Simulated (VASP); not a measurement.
# WSe2: which input changes matter, part 2 of 3

Aim: change the input of a sound run on WSe2 piece by piece and see what each change does. All runs use PBEsol. The start is a cell from a database of measured crystal structures.

VASP 6.6.1, plane waves and PAW; the level of theory is named at each step.

So far. Step 3 (Self-consistent run (PBEsol) with a changed input): The run ends at a pressure of -1.53 GPa, with forces up to 0.15 eV/Å.

The database entry behind the starting cell differs from later determinations by our own check (a about 0.2 % long), so it need not match the best structure at ambient conditions.

## (4) A single point (PBEsol) with a changed input

This step: PBEsol, spin-polarised from a default ferromagnetic start; plane waves and PAW (W, Se) (VASP 6.6.1).

This run is made with a changed input; what comes of it follows.

INCAR

```
SYSTEM = WSe2
PREC = Accurate
ENCUT = 400
EDIFF = 1E-06
NELM = 62
ISMEAR = -1
SIGMA = 0.05
LREAL = .FALSE.
ALGO = Normal
GGA = PS
NBANDS = 24
LASPH = .TRUE.
LORBIT = 11
LWAVE = .FALSE.
LCHARG = .FALSE.
KPAR = 4
ISIF = 2
ISPIN = 2
NUPDOWN = 60
```

POSCAR

```
WSe2
1.0
    3.2900000000      0.0000000000      0.0000000000
   -1.6450000000      2.8492235785      0.0000000000
    0.0000000000      0.0000000000     12.9700000000
W Se
2 4
Direct
    0.3333333333      0.6666666667      0.2500000000
    0.6666666667      0.3333333333      0.7500000000
    0.3333333333      0.6666666667      0.6210000000
    0.6666666667      0.3333333333      0.1210000000
    0.3333333333      0.6666666667      0.8790000000
    0.6666666667      0.3333333333      0.3790000000
```

KPOINTS

```
Automatic mesh
0
Gamma
7 7 2
0 0 0
```

Potentials, in the order of the species: W and Se (PBE family, release 64).

Run with:

```console
mpirun -np 4 vasp_std
```

The program printed:

```text
[banner, memory and clock lines left out]
running    4 mpi-ranks, on    1 nodes
[...]
|                                                                             |
|           W    W    AA    RRRRR   N    N  II  N    N   GGGG   !!!           |
|           W    W   A  A   R    R  NN   N  II  NN   N  G    G  !!!           |
|           W    W  A    A  R    R  N N  N  II  N N  N  G       !!!           |
|           W WW W  AAAAAA  RRRRR   N  N N  II  N  N N  G  GGG   !            |
|           WW  WW  A    A  R   R   N   NN  II  N   NN  G    G                |
|           W    W  A    A  R    R  N    N  II  N    N   GGGG   !!!           |
|                                                                             |
|     You requested a magnetic or noncollinear calculation, but did not       |
|     specify the initial magnetic moment with the MAGMOM tag. Note that      |
|     a default of 10 will be used for all atoms. This ferromagnetic          |
|     setup may break the symmetry of the crystal, in particular it may       |
|     rule out finding an antiferromagnetic solution. Thence, we              |
|     recommend setting the initial magnetic moment manually or verifying     |
|     carefully that this magnetic setup is desired.                          |
|                                                                             |

 [... a notice as in an earlier step ...]

 LDA part: xc-table for (Slater+PW92), standard interpolation
 POSCAR, INCAR and KPOINTS ok, starting setup
[...]
entering main loop
       N       E                     dE             d eps       ncg     rms          rms(c)
```

Wall time 4.6 min (4 MPI ranks of Intel Xeon 6975P-C (Granite Rapids), shared host).

The run was cut off at its time limit.

The fault in the input: moment fixed beyond the electrons or bands at hand (ISPIN = 2 and NUPDOWN = 60). NUPDOWN must fit the electron count, and NBANDS must hold the larger spin.

## (5) Self-consistent run (PBEsol) with a changed input, try 2

This step: PBEsol; plane waves and PAW (W, Se) (VASP 6.6.1).

A single point gives energy, forces and stress at these settings. Some settings are moved from the usual, to see what they do.

INCAR

```
SYSTEM = WSe2
PREC = Accurate
ENCUT = 400
EDIFF = 1E-06
NELM = 100
ISMEAR = -1
SIGMA = 0.05
LREAL = .FALSE.
ALGO = VeryFast
GGA = PS
NBANDS = 24
LASPH = .TRUE.
LORBIT = 11
LWAVE = .FALSE.
LCHARG = .FALSE.
KPAR = 4
ISIF = 2
AMIX = 0.1
```

POSCAR is that of step 4.

KPOINTS is that of step 4.

Run with:

```console
mpirun -np 4 vasp_std
```

The program printed:

```text
[... set-up lines as in an earlier step ...]
 entering main loop
       N       E                     dE             d eps       ncg     rms          rms(c)
RMM:   1     0.298405112299E+03    0.29841E+03   -0.10030E+04   384   0.914E+02
RMM:   2     0.567035473878E+02   -0.24170E+03   -0.24260E+03   384   0.221E+02
RMM:   3    -0.114318061158E+02   -0.68135E+02   -0.70246E+02   384   0.101E+02
RMM:   4    -0.333231001392E+02   -0.21891E+02   -0.19038E+02   384   0.657E+01
RMM:   5    -0.422071435295E+02   -0.88840E+01   -0.70023E+01   384   0.352E+01
RMM:   6    -0.457026155145E+02   -0.34955E+01   -0.31359E+01   384   0.238E+01
RMM:   7    -0.472309679619E+02   -0.15284E+01   -0.14185E+01   384   0.152E+01
RMM:   8    -0.479606125104E+02   -0.72964E+00   -0.67886E+00   384   0.107E+01
RMM:   9    -0.486361418363E+02   -0.67553E+00   -0.65893E+00  1093   0.731E+00
RMM:  10    -0.487251565169E+02   -0.89015E-01   -0.89002E-01  1134   0.187E+00
RMM:  11    -0.487342002991E+02   -0.90438E-02   -0.85368E-02  1137   0.611E-01
RMM:  12    -0.487354611170E+02   -0.12608E-02   -0.13177E-02  1142   0.208E-01    0.322E+01
RMM:  13    -0.478194055160E+02    0.91606E+00   -0.83753E-01  1344   0.325E+00    0.270E+01
RMM:  14    -0.472590222539E+02    0.56038E+00   -0.80845E+00  1530   0.111E+01    0.735E+00
RMM:  15    -0.468396417565E+02    0.41938E+00   -0.43769E+00  1467   0.614E+00    0.309E+00
RMM:  16    -0.468011348311E+02    0.38507E-01   -0.97914E-01  1318   0.315E+00    0.205E+00
RMM:  17    -0.466724038056E+02    0.12873E+00   -0.24560E-01  1157   0.218E+00    0.541E-01
RMM:  18    -0.466658434242E+02    0.65604E-02   -0.71469E-02  1018   0.115E+00    0.282E-01
RMM:  19    -0.466665477190E+02   -0.70429E-03   -0.93552E-03  1036   0.490E-01    0.313E-01
RMM:  20    -0.466659920892E+02    0.55563E-03   -0.20531E-03   967   0.235E-01    0.462E-01
RMM:  21    -0.466658718389E+02    0.12025E-03   -0.11330E-03   976   0.150E-01    0.123E-01
RMM:  22    -0.466658107968E+02    0.61042E-04   -0.16986E-04  1008   0.613E-02    0.907E-02
RMM:  23    -0.466657681895E+02    0.42607E-04   -0.88724E-05   971   0.372E-02    0.576E-02
RMM:  24    -0.466657690795E+02   -0.89005E-06   -0.11467E-04   986   0.341E-02    0.656E-02
RMM:  25    -0.466657684854E+02    0.59409E-06   -0.99244E-06   921   0.153E-02
   1 F= -.46665768E+02 E0= -.46665768E+02  d E =-.134968E-05
```

Run time: 13 s. Hardware: 4 MPI ranks; peak memory 0.84 GiB; 41 s of CPU time.

Parts of OUTCAR (step 5):

```text
 Found     16 irreducible k-points:

   NELECT =      36.0000    total number of electrons

 E-fermi :   5.6577

 k-point     1 :       0.0000    0.0000    0.0000
  band No.  band energies     occupation
    ...
     14       3.6753      2.00000
     15       3.6753      2.00000
     16       4.0373      2.00000
     17       4.1475      2.00000
     18       5.1656      1.99989
     19       7.8400      0.00000
     20       7.8690      0.00000
     21       7.8940      0.00000
     22       7.9079      0.00000
     23       7.9936      0.00000
    ...

 k-point     2 :       0.1429    0.0000    0.0000
  band No.  band energies     occupation
    ...
     14       3.2181      2.00000
     15       3.4428      2.00000
     16       4.0774      2.00000
     17       4.2616      2.00000
     18       4.6632      2.00000
     19       7.0017      0.00000
     20       7.4081      0.00000
     21       7.5436      0.00000
     22       7.5694      0.00000
     23       7.7673      0.00000
    ...

  Total       -1.4633045     -1.4633045     -0.5770700      0.0000000     -0.0000000      0.0000000
  in kB      -19.2833677    -19.2833677     -7.6046050      0.0000000     -0.0000000      0.0000000
  external PRESSURE =     -15.3904468 kB  Pullay stress =       0.0000000 kB

 POSITION                                       TOTAL-FORCE (eV/Angst)
 -----------------------------------------------------------------------------------
     -0.00000      1.89948      3.24250         0.000000      0.000000      0.000000
      1.64500      0.94974      9.72750         0.000000     -0.000000      0.000000
     -0.00000      1.89948      8.05437         0.000000     -0.000000      0.152608
      1.64500      0.94974      1.56937        -0.000000      0.000000      0.152608
     -0.00000      1.89948     11.40063         0.000000     -0.000000     -0.152608
      1.64500      0.94974      4.91563        -0.000000      0.000000     -0.152608
 -----------------------------------------------------------------------------------
    total drift:                               -0.000000      0.000000     -0.000000

  FREE ENERGIE OF THE ION-ELECTRON SYSTEM (eV)
  ---------------------------------------------------
  free  energy   TOTEN  =       -46.6657684854 eV

  energy  without entropy=      -46.6657671358  energy(sigma->0) =      -46.66576781

 total charge
# of ion       s       p       d       tot
------------------------------------------
    1        0.535   0.621   4.216   5.371
    2        0.535   0.621   4.216   5.371
    3        1.477   2.338   0.071   3.885
    4        1.477   2.338   0.071   3.885
    5        1.477   2.338   0.071   3.885
    6        1.477   2.338   0.071   3.885
--------------------------------------------------
tot          6.977  10.592   8.714  26.283

[... 9 parts as in an earlier step ...]

[... 5 further parts left out ...]
```

AMIX and ALGO act on the way to self-consistency or on speed; a fully converged result doesn't depend on them, though slow mixing can meet EDIFF with the stress still off.

Numbers from this step:

- SCF cycles: 25
- pressure: -1.539 GPa
- gap on the k-mesh: 1.081 eV

Force by atom:

```tsv
atom	x (eV/Å)	y (eV/Å)	z (eV/Å)	size
W1	0.000	0.000	0.000	0.000
W2	0.000	0.000	0.000	0.000
Se3	0.000	0.000	0.153	0.153
Se4	0.000	0.000	0.153	0.153
Se5	0.000	0.000	-0.153	0.153
Se6	0.000	0.000	-0.153	0.153
```

Energy and pressure equal those of the reference run, within 0.01 meV an atom and 0.01 GPa.

## (6) Relaxing cell and atoms (PBEsol) with a changed input

The start need not lie at this functional's minimum. ISIF = 3 frees volume, shape and positions, and EDIFFG sets the threshold on forces and stress at which the search stops. Some settings are moved from the usual, to see what they do.

INCAR

```
SYSTEM = WSe2
PREC = Accurate
ENCUT = 200
EDIFF = 1E-06
NELM = 100
ISMEAR = -1
SIGMA = 0.05
LREAL = .FALSE.
ALGO = Normal
GGA = PS
NBANDS = 24
LASPH = .TRUE.
LORBIT = 11
LWAVE = .FALSE.
LCHARG = .FALSE.
KPAR = 4
IBRION = 2
NSW = 60
ISIF = 3
EDIFFG = -0.01
NELECT = 37
ISYM = 1
```

POSCAR is that of step 5.

KPOINTS is that of step 5.

Run with:

```console
mpirun -np 4 vasp_std
```

The program printed:

```text
[... set-up lines as in an earlier step ...]
 entering main loop
       N       E                     dE             d eps       ncg     rms          rms(c)
DAV:   1     0.985699894710E+02    0.98570E+02   -0.91557E+03   768   0.610E+02
DAV:   2    -0.350686884631E+02   -0.13364E+03   -0.12987E+03  1040   0.160E+02
DAV:   3    -0.416219368286E+02   -0.65532E+01   -0.64993E+01  1016   0.398E+01
DAV:   4    -0.417388963955E+02   -0.11696E+00   -0.11611E+00  1008   0.502E+00
DAV:   5    -0.417413555186E+02   -0.24591E-02   -0.24484E-02  1024   0.596E-01BRMIX: very serious problems
 the old and the new charge density differ
 old charge density:    36.00000 new   37.00000
BRMIX: very serious problems
 the old and the new charge density differ
BRMIX: very serious problems
 the old and the new charge density differ
 old charge density:    36.00000 new   37.00000
 old charge density:    36.00000 new   37.00000
BRMIX: very serious problems
 the old and the new charge density differ
 old charge density:    36.00000 new   37.00000
    0.325E+01
DAV:   6    -0.404481040365E+02    0.12933E+01   -0.53002E+00   936   0.946E+00    0.149E+01
DAV:   7    -0.402604534284E+02    0.18765E+00   -0.33533E+00   960   0.832E+00    0.561E+00
DAV:   8    -0.400704864638E+02    0.18997E+00   -0.68968E-01   992   0.403E+00    0.101E+00
DAV:   9    -0.400721443361E+02   -0.16579E-02   -0.63806E-02  1008   0.127E+00    0.378E-01
DAV:  10    -0.400705412500E+02    0.16031E-02   -0.10152E-02  1056   0.461E-01    0.163E-01
DAV:  11    -0.400705313529E+02    0.98970E-05   -0.91974E-04  1032   0.158E-01    0.664E-02
DAV:  12    -0.400705204257E+02    0.10927E-04   -0.88425E-05  1008   0.503E-02    0.478E-02
DAV:  13    -0.400705158781E+02    0.45476E-05   -0.33453E-05  1056   0.259E-02    0.421E-03
DAV:  14    -0.400705158177E+02    0.60463E-07   -0.22553E-06   680   0.764E-03
   1 F= -.40070516E+02 E0= -.40054843E+02  d E =-.400705E+02
 curvature:   0.00 expect dE= 0.000E+00 dE for cont linesearch  0.000E+00
 trial: gam= 0.00000 g(F)=  0.337E-01 g(S)=  0.160E+01 ort = 0.000E+00 (trialstep = 0.100E+01)
 search vector abs. value=  0.163E+01
 bond charge predicted
       N       E                     dE             d eps       ncg     rms          rms(c)
DAV:   1    -0.422362632858E+02   -0.21657E+01   -0.80095E+01   792   0.425E+01    0.185E+01
DAV:   2    -0.400336147161E+02    0.22026E+01   -0.35286E+00   776   0.846E+00    0.948E+00
DAV:   3    -0.393150600577E+02    0.71855E+00   -0.28644E+00   832   0.649E+00    0.174E+00
DAV:   4    -0.393020645106E+02    0.12996E-01   -0.92103E-02  1096   0.146E+00    0.109E+00
DAV:   5    -0.393006848013E+02    0.13797E-02   -0.29323E-02   912   0.749E-01    0.281E-01
DAV:   6    -0.393003616332E+02    0.32317E-03   -0.40675E-03  1024   0.295E-01    0.598E-02
DAV:   7    -0.393002452607E+02    0.11637E-03   -0.53930E-04   920   0.105E-01    0.435E-02
DAV:   8    -0.393002666227E+02   -0.21362E-04   -0.12345E-04   984   0.504E-02    0.169E-02
DAV:   9    -0.393002650384E+02    0.15843E-05   -0.26729E-05   960   0.232E-02    0.898E-03
DAV:  10    -0.393002663168E+02   -0.12783E-05   -0.40953E-06   912   0.107E-02    0.181E-03
DAV:  11    -0.393002663025E+02    0.14276E-07   -0.29411E-07   520   0.301E-03
   2 F= -.39300266E+02 E0= -.39284042E+02  d E =0.770250E+00
[... from here on, the cycles between the ionic steps are left out ...]
   3 F= -.40313934E+02 E0= -.40298735E+02  d E =-.243418E+00
   4 F= -.40314525E+02 E0= -.40299339E+02  d E =-.244009E+00
   5 F= -.40388737E+02 E0= -.40373135E+02  d E =-.742116E-01
   6 F= -.40542420E+02 E0= -.40525222E+02  d E =-.227895E+00
   7 F= -.40542618E+02 E0= -.40521108E+02  d E =-.228093E+00
   8 F= -.40594253E+02 E0= -.40574702E+02  d E =-.279728E+00
   9 F= -.40535811E+02 E0= -.40517173E+02  d E =0.584420E-01
  10 F= -.40596470E+02 E0= -.40577001E+02  d E =-.221713E-02
 curvature:  -0.22 expect dE=-0.255E-03 dE for cont linesearch -0.562E-06
 trial: gam= 0.07929 g(F)=  0.973E-04 g(S)=  0.107E-02 ort =-0.233E-03 (trialstep = 0.158E+01)
 search vector abs. value=  0.127E-02
 bond charge predicted
       N       E                     dE             d eps       ncg     rms          rms(c)
DAV:   1    -0.406008249209E+02   -0.43552E-02   -0.17538E-01   768   0.211E+00    0.297E-01
DAV:   2    -0.405983773829E+02    0.24475E-02   -0.74465E-03   936   0.426E-01    0.150E-01
DAV:   3    -0.405976683019E+02    0.70908E-03   -0.17796E-03   888   0.190E-01    0.504E-02
DAV:   4    -0.405975529917E+02    0.11531E-03   -0.30459E-04   976   0.768E-02    0.303E-02
DAV:   5    -0.405975470911E+02    0.59006E-05   -0.41138E-05   888   0.317E-02    0.948E-03
DAV:   6    -0.405975463771E+02    0.71402E-06   -0.50631E-06   880   0.990E-03
  11 F= -.40597546E+02 E0= -.40579130E+02  d E =-.107608E-02
 trial-energy change:   -0.001076  1 .order   -0.001038   -0.001824   -0.000252
 step:   1.7990(harm=  1.8350)  dis= 0.00170  next Energy=   -40.597564 (dE=-0.109E-02)
 reached required accuracy - stopping structural energy minimisation
```

Run time: 29 s. Hardware: 4 MPI ranks; peak memory 0.54 GiB; 90 s of CPU time.

OUTCAR, selected parts (step 6):

```text
NELECT = 37

 ion  position               nearest neighbor table
   1  0.333  0.667  0.250-   4 2.53   6 2.53   4 2.53   6 2.53   4 2.53   6 2.53
   2  0.667  0.333  0.750-   3 2.53   5 2.53   3 2.53   5 2.53   3 2.53   5 2.53
   3  0.333  0.667  0.621-   2 2.53   2 2.53   2 2.53
   4  0.667  0.333  0.121-   1 2.53   1 2.53   1 2.53
   5  0.333  0.667  0.879-   2 2.53   2 2.53   2 2.53
   6  0.667  0.333  0.379-   1 2.53   1 2.53   1 2.53

   ENCUT  =  200.0 eV  14.70 Ry    3.83 a.u.   3.79  3.79 14.96*2*pi/ulx,y,z

 E-fermi :   5.4694

 k-point     1 :       0.0000    0.0000    0.0000
  band No.  band energies     occupation
    ...
     14       2.4432      2.00000
     15       2.4796      2.00000
     16       2.4796      2.00000
     17       2.9986      2.00000
     18       3.7514      2.00000
     19       6.4991      0.00000
     20       6.4991      0.00000
     21       6.5108      0.00000
     22       6.5108      0.00000
     23       6.6290      0.00000
    ...

  Total       -0.0450435     -0.0450435     -0.0166379      0.0000000     -0.0000000      0.0000000
  in kB       -0.5164571     -0.5164571     -0.1907657      0.0000000     -0.0000000      0.0000000
  external PRESSURE =      -0.4078933 kB  Pullay stress =       0.0000000 kB

 POSITION                                       TOTAL-FORCE (eV/Angst)
 -----------------------------------------------------------------------------------
     -0.00000      1.92481      3.62928        -0.000000      0.000000     -0.000000
      1.66693      0.96241     10.88785         0.000000     -0.000000     -0.000000
     -0.00000      1.92481      9.20479         0.000000     -0.000000     -0.009969
      1.66693      0.96241      1.94623        -0.000000      0.000000     -0.009969
     -0.00000      1.92481     12.57091         0.000000     -0.000000      0.009969
      1.66693      0.96241      5.31234        -0.000000     -0.000000      0.009969
 -----------------------------------------------------------------------------------
    total drift:                               -0.000000      0.000000     -0.000000

  FREE ENERGIE OF THE ION-ELECTRON SYSTEM (eV)
  ---------------------------------------------------
  free  energy   TOTEN  =       -40.5975463771 eV

  energy  without entropy=      -40.5607143881  energy(sigma->0) =      -40.57913038

 reached required accuracy - stopping structural energy minimisation

[... 5 parts as in an earlier step ...]

[... 10 further parts left out ...]
```

CONTCAR:

```
WSe2
   1.00000000000000
     3.3338696047415781   -0.0000000000000000    0.0000000000000000
    -1.6669348023707891    2.8872157706620789   -0.0000000000000000
     0.0000000000000000   -0.0000000000000000   14.5171365707748858
  W               Se
     2     4
Direct
     0.3333333332999970    0.6666666667000030    0.2500000000000000
     0.6666666667000030    0.3333333332999970    0.7500000000000000
     0.3333333332999970    0.6666666667000030    0.6340640399069766
     0.6666666667000030    0.3333333332999970    0.1340640399069765
     0.3333333332999970    0.6666666667000030    0.8659359600930234
     0.6666666667000030    0.3333333332999970    0.3659359600930235
```

The run converged; its settings lie outside those of the reference runs, so its numbers are set aside.

Settings moved from the usual: ENCUT = 200, ISYM = 1 and NELECT = 37.0.

NELECT differs from the neutral count, so the cell is charged against a uniform background: another system, not a numerical setting. The cutoff falls from 400 to 200 eV, which shrinks the basis; the stress suffers most (Pulay stress), and PAW energies need not rise evenly as the basis shrinks.

## (7) Relaxing cell and atoms (PBEsol) with a changed input, try 2

This step: PBEsol, spin-polarised from a default ferromagnetic start; plane waves and PAW (W, Se) (VASP 6.6.1).

This run is made with a changed input; what comes of it follows.

INCAR

```
SYSTEM = WSe2
PREC = Accurate
ENCUT = 400
EDIFF = 1E-06
NELM = 73
ISMEAR = -1
SIGMA = 0.05
LREAL = .FALSE.
ALGO = Normal
GGA = PS
NBANDS = 24
LASPH = .TRUE.
LORBIT = 11
LWAVE = .FALSE.
LCHARG = .FALSE.
KPAR = 4
IBRION = 2
NSW = 30
ISIF = 3
EDIFFG = -0.01
ISPIN = 2
NUPDOWN = 40
```

POSCAR is that of step 6.

KPOINTS is that of step 6.

Run with:

```console
mpirun -np 4 vasp_std
```

The program printed:

```text
[banner, memory and clock lines left out]
running    4 mpi-ranks, on    1 nodes
[...]
|                                                                             |
|           W    W    AA    RRRRR   N    N  II  N    N   GGGG   !!!           |
|           W    W   A  A   R    R  NN   N  II  NN   N  G    G  !!!           |
|           W    W  A    A  R    R  N N  N  II  N N  N  G       !!!           |
|           W WW W  AAAAAA  RRRRR   N  N N  II  N  N N  G  GGG   !            |
|           WW  WW  A    A  R   R   N   NN  II  N   NN  G    G                |
|           W    W  A    A  R    R  N    N  II  N    N   GGGG   !!!           |
|                                                                             |
|     You requested a magnetic or noncollinear calculation, but did not       |
|     specify the initial magnetic moment with the MAGMOM tag. Note that      |
|     a default of 6.667 will be used for all atoms. This ferromagnetic       |
|     setup may break the symmetry of the crystal, in particular it may       |
|     rule out finding an antiferromagnetic solution. Thence, we              |
|     recommend setting the initial magnetic moment manually or verifying     |
|     carefully that this magnetic setup is desired.                          |
|                                                                             |

 [... a notice as in an earlier step ...]

 LDA part: xc-table for (Slater+PW92), standard interpolation
 POSCAR, INCAR and KPOINTS ok, starting setup
[...]
entering main loop
       N       E                     dE             d eps       ncg     rms          rms(c)
```

It took 4.6 min on 4 MPI ranks.

The run was cut off at its time limit.

The fault in the input: moment fixed beyond the electrons or bands at hand (ISPIN = 2 and NUPDOWN = 40). NUPDOWN must fit the electron count, and NBANDS must hold the larger spin.

(Part 2 of 3 ends here.)

[Lines on the potential files, build, host, timing and source positions are cut from VASP's logs without a mark.]

[Logs are printed without paths, hosts, clocks, repeated set-up lines and the standing remarks that a program may print on its own settings, such as how far it seeks lower states.]

[Hosts, paths, dates, database ids (printed as entryN), source tags and the programs' standing remarks are cut or masked in the printed files.]

[A measured line is paired with the nearest computed mode of its activity, which favours agreement.]

[In band tables of VASP the shares of atoms and orbitals are scaled to a sum of 1 inside the atoms' spheres.]
